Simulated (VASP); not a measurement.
Level of theory: r2SCAN meta-GGA, VASP's PBE PAW potentials (set 64) (plane waves; VASP).

A VASP calculation is set up with these files.

**INCAR**
```
LASPH = .TRUE.   ! aspherical one-centre terms
LMAXMIX = 4
ISPIN = 2   ! spin-polarised
ENCUT = 400
LMIXTAU = .TRUE.
ISMEAR = 0   ! Gaussian
LCHARG = .FALSE.
SIGMA = 0.05
LORBIT = 11   ! lm-projected
PREC = Accurate
NELM = 100   ! most electronic steps
MAGMOM = 3.2 3*0.7
SYSTEM = Ni3Fe
METAGGA = R2SCAN
ISIF = 2
EDIFF = 1E-6   ! SCF stop (eV)
LREAL = .FALSE.
ALGO = Normal
LWAVE = .FALSE.
```

File KPOINTS:
```
kpoints
0
Gamma
10 10 10
0 0 0
```

**POSCAR**
```
Ni3Fe
3.5100710
  1.0000000258   0.0000000000   0.0000000000
  0.0000000000   1.0000000258   0.0000000000
  0.0000000000   0.0000000000   1.0000000258
Fe Ni
1 3
Cart
  0.0000000000   0.0000000000   0.0000000000
  0.0000000000   0.5000000129   0.5000000129
  0.5000000129   0.0000000000   0.5000000129
  0.5000000129   0.5000000129   0.0000000000
```

POTCAR, in this order: Fe Ni (PBE.64 set). Program: vasp_std.

Output of the run:

**OSZICAR**
```
       N       E                     dE             d eps       ncg     rms          rms(c)
DAV:   1     0.195835521101E+03    0.19584E+03   -0.15018E+04  6040   0.177E+03
DAV:   2    -0.463665808494E+02   -0.24220E+03   -0.23248E+03  5858   0.344E+02
DAV:   3    -0.593872812983E+02   -0.13021E+02   -0.12389E+02  6036   0.111E+02
DAV:   4    -0.595486436503E+02   -0.16136E+00   -0.16110E+00  6232   0.130E+01
DAV:   5    -0.595540450414E+02   -0.54014E-02   -0.54011E-02  8286   0.189E+00    0.223E+01
DAV:   6    -0.536121803591E+02    0.59419E+01   -0.55343E+01  6254   0.133E+02    0.330E+01
DAV:   7    -0.539939578160E+02   -0.38178E+00   -0.23424E+01  6868   0.126E+02    0.248E+01
DAV:   8    -0.503920624775E+02    0.36019E+01   -0.12042E+01  7336   0.608E+01    0.614E+00
DAV:   9    -0.506999139038E+02   -0.30785E+00   -0.10698E+00  6648   0.130E+01    0.333E+00
DAV:  10    -0.506916689804E+02    0.82449E-02   -0.16254E-01  7744   0.856E+00    0.186E+00
DAV:  11    -0.506885930137E+02    0.30760E-02   -0.71842E-02  7296   0.365E+00    0.116E+00
DAV:  12    -0.506908575876E+02   -0.22646E-02   -0.10280E-02  6610   0.159E+00    0.403E-01
DAV:  13    -0.506917604205E+02   -0.90283E-03   -0.12774E-03  7350   0.473E-01    0.134E-01
DAV:  14    -0.506918416249E+02   -0.81204E-04   -0.20688E-04  6846   0.151E-01    0.849E-02
DAV:  15    -0.506918653330E+02   -0.23708E-04   -0.33434E-05  7896   0.874E-02    0.355E-02
DAV:  16    -0.506918767329E+02   -0.11400E-04   -0.15741E-05  7248   0.822E-02    0.125E-02
DAV:  17    -0.506918767832E+02   -0.50304E-07   -0.24144E-06  4682   0.328E-02
   1 F= -.50691877E+02 E0= -.50690203E+02  d E =-.334820E-02  mag=     5.2048
```

**OUTCAR**
```
------------------------ aborting loop because EDIFF is reached ----------------------------------------
  FORCE on cell =-STRESS in cart. coord.  units (eV):
  Direction    XX          YY          ZZ          XY          YZ          ZX
  --------------------------------------------------------------------------------------
  Total        0.0134331      0.0134331      0.0134331     -0.0000000     -0.0000000      0.0000000
  in kB        0.4976654      0.4976654      0.4976654     -0.0000000     -0.0000000      0.0000000
  external PRESSURE =       0.4976654 kB  Pullay stress =       0.0000000 kB
  volume of cell :       43.25
      direct lattice vectors                 reciprocal lattice vectors
     3.510071090  0.000000000  0.000000000     0.284894515  0.000000000  0.000000000
     0.000000000  3.510071090  0.000000000     0.000000000  0.284894515  0.000000000
     0.000000000  0.000000000  3.510071090     0.000000000  0.000000000  0.284894515
 POSITION                                       TOTAL-FORCE (eV/Angst)
 -----------------------------------------------------------------------------------
      0.00000      0.00000      0.00000         0.000000      0.000000      0.000000
      0.00000      1.75504      1.75504         0.000000      0.000000      0.000000
      1.75504      0.00000      1.75504         0.000000      0.000000      0.000000
      1.75504      1.75504      0.00000         0.000000      0.000000      0.000000
 -----------------------------------------------------------------------------------
    total drift:                                0.000000     -0.000000     -0.000000
  FREE ENERGIE OF THE ION-ELECTRON SYSTEM (eV)
  ---------------------------------------------------
  free  energy   TOTEN  =       -50.6918767832 eV

  energy  without entropy=      -50.6885285879  energy(sigma->0) =      -50.69020269

 total charge

# of ion       s       p       d       tot
------------------------------------------
    1        0.495   0.560   6.056   7.111
    2        0.535   0.566   8.332   9.434
    3        0.535   0.566   8.332   9.434
    4        0.535   0.566   8.332   9.434
--------------------------------------------------
tot          2.101   2.259  31.053  35.413

 magnetization (x)

# of ion       s       p       d       tot
------------------------------------------
    1        0.024  -0.012   3.146   3.157
    2       -0.021  -0.072   0.806   0.714
    3       -0.021  -0.072   0.806   0.714
    4       -0.021  -0.072   0.806   0.714
--------------------------------------------------
tot         -0.038  -0.229   5.565   5.298
```
(Selected blocks of OUTCAR.)

The compound is Ni3Fe in the L1_2 structure. It was relaxed first.
